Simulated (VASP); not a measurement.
An input for Ansatz (written as the equivalent of a VASP run, and not itself run):

Ansatz 0.2 input:
```yaml
crystal:
  lattice:
    - [1.3670819, -2.3678554, 0.0000000]
    - [1.3670819, 2.3678554, 0.0000000]
    - [0.0000000, 0.0000000, 4.3688879]
  atoms:
    - { symbol: Ti, position: [0.3333330, 0.6666670, 0.2500000] }
    - { symbol: Ti, position: [0.6666670, 0.3333330, 0.7500000] }
kpoints:
  mp_grid: { grid: [15, 15, 8] }
hamiltonian:
  xc: lda
  pseudopotentials: { kind: paw }
scf:
  occupations: { method: methfessel_paxton, width: 0.1 }
  max_iter: 100
relax:
  max_steps: 40
  f_tol: 0.02
  cell: { p_target: 20 }
output: { forces: true, stress: true, eigenvalues: true }
```

Question: Write the VASP files for the same calculation (LDA).

Answer: This is not unique; one that fits is 
INCAR:
```
# general
SYSTEM   =  Ti
PREC     =  Accurate
ENCUT    =  500   # plane-wave cut-off (eV)
LREAL    =  .FALSE.
LASPH    =  .TRUE.   # aspherical one-centre terms

# electronic loop
EDIFF    =  1E-6   # SCF stop (eV)
NELM     =  100   # most electronic steps
ALGO     =  Normal
LMAXMIX  =  4   # l cut-off of mixed one-centre charges

# smearing
ISMEAR   =  1   # Methfessel-Paxton
SIGMA    =  0.1

# ions
IBRION   =  2   # conjugate gradients
NSW      =  40
ISIF     =  3
EDIFFG   =  -0.02   # ionic stop
PSTRESS  =  200   # kbar

# output
LWAVE    =  .FALSE.
LCHARG   =  .FALSE.
```

### POSCAR
```
Ti
1.0
  1.3670819224  -2.3678554392   0.0000000000
  1.3670819224   2.3678554392   0.0000000000
  0.0000000000   0.0000000000   4.3688879122
Ti
2
Cart
  1.3670819224   0.7892867250   1.0922219780
  1.3670819224  -0.7892867250   3.2766659341
```

**KPOINTS**
```
Automatic
0
gamma
15 15 8
```

POTCAR, in this order: Ti_sv (LDA.64 set). Program: vasp_std.

What does not carry over: each code has its own PAW files, so the cut-off isn't converted (ENCUT is set for VASP's; basis.ecutwfc is left out, and Ansatz then takes the one that its files recommend); Ansatz stops its SCF on the density residual and VASP on the energy change (EDIFF); Ansatz's lda is the Perdew-Wang form, while the LDA potentials of VASP carry Perdew-Zunger's.

The compound is Ti in the hcp structure. It was relaxed first under an external pressure of 20 GPa.
